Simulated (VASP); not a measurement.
Level of theory: revPBE GGA, VASP's PBE PAW potentials (set 64) (plane waves; VASP 6.6.1).

A VASP calculation is set up with these files.

KPOINTS:
```
Automatic mesh
0
Gamma
18 18 18
0 0 0
```

File POSCAR:
```
Rh
1.0
  0.0000000000   1.9234712785   1.9234712785
  1.9234712785   0.0000000000   1.9234712785
  1.9234712785   1.9234712785   0.0000000000
Rh
1
Cartesian
  0.0000000000   0.0000000000   0.0000000000
```

INCAR:
```
ALGO = Normal
EDIFF = 1E-7
ENCUT = 520
GGA = RE
ISIF = 2
ISMEAR = -5
LASPH = .True.
LCHARG = .True.
LMAXMIX = 4
LORBIT = 11
LREAL = .False.
LWAVE = .False.
NEDOS = 601
NELM = 100
PREC = Accurate
SYSTEM = Rh
```

POTCAR, in this order: Rh_pv (PBE.64 set). Program: vasp_std.

The run wrote:

**OSZICAR**
```
       N       E                     dE             d eps       ncg     rms          rms(c)
DAV:   1     0.116925290731E+03    0.11693E+03   -0.94788E+03  4298   0.145E+03
DAV:   2    -0.562689452427E+01   -0.12255E+03   -0.11759E+03  4431   0.388E+02
DAV:   3    -0.720403141269E+01   -0.15771E+01   -0.15700E+01  4905   0.500E+01
DAV:   4    -0.721357993613E+01   -0.95485E-02   -0.95508E-02  4705   0.402E+00
DAV:   5    -0.721372953849E+01   -0.14960E-03   -0.14976E-03  4929   0.477E-01    0.905E+00
DAV:   6    -0.676476403059E+01    0.44897E+00   -0.10973E+00  4458   0.156E+01    0.320E+00
DAV:   7    -0.675165003774E+01    0.13114E-01   -0.18629E-02  4725   0.177E+00    0.159E+00
DAV:   8    -0.674887801534E+01    0.27720E-02   -0.31941E-03  4458   0.888E-01    0.165E-01
DAV:   9    -0.674877739901E+01    0.10062E-03   -0.86488E-05  4905   0.150E-01    0.162E-02
DAV:  10    -0.674878489988E+01   -0.75009E-05   -0.31619E-06  4607   0.273E-02    0.840E-03
DAV:  11    -0.674878194468E+01    0.29552E-05   -0.42355E-07  4785   0.781E-03    0.738E-04
DAV:  12    -0.674878210692E+01   -0.16224E-06   -0.86936E-09  2466   0.128E-03    0.452E-04
DAV:  13    -0.674878203832E+01    0.68600E-07   -0.10799E-09  2307   0.514E-04
   1 F= -.67487820E+01 E0= -.67487820E+01  d E =0.000000E+00
```

File OUTCAR:
```
------------------------ aborting loop because EDIFF is reached ----------------------------------------
  FORCE on cell =-STRESS in cart. coord.  units (eV):
  Direction    XX          YY          ZZ          XY          YZ          ZX
  --------------------------------------------------------------------------------------
  Total       -0.0023946     -0.0023946     -0.0023946      0.0000000      0.0000000      0.0000000
  in kB       -0.2695611     -0.2695611     -0.2695611      0.0000000      0.0000000      0.0000000
  external PRESSURE =      -0.2695611 kB  Pullay stress =       0.0000000 kB
  volume of cell :       14.23
      direct lattice vectors                 reciprocal lattice vectors
     0.000000000  1.923471279  1.923471279    -0.259946694  0.259946694  0.259946694
     1.923471279  0.000000000  1.923471279     0.259946694 -0.259946694  0.259946694
     1.923471279  1.923471279  0.000000000     0.259946694  0.259946694 -0.259946694
 POSITION                                       TOTAL-FORCE (eV/Angst)
 -----------------------------------------------------------------------------------
      0.00000      0.00000      0.00000        -0.000000     -0.000000     -0.000000
 -----------------------------------------------------------------------------------
    total drift:                                0.000000     -0.000000     -0.000000
  FREE ENERGIE OF THE ION-ELECTRON SYSTEM (eV)
  ---------------------------------------------------
  free  energy   TOTEN  =        -6.7487820383 eV

  energy  without entropy=       -6.7487820383  energy(sigma->0) =       -6.74878204

 total charge

# of ion       s       p       d       tot
------------------------------------------
    1        0.402   6.279   7.049  13.730
```
(Selected blocks of OUTCAR.)

For a metal the tetrahedron method with Blöchl corrections gives inexact stress and forces.

The compound is Rh in the fcc structure. It was relaxed first.
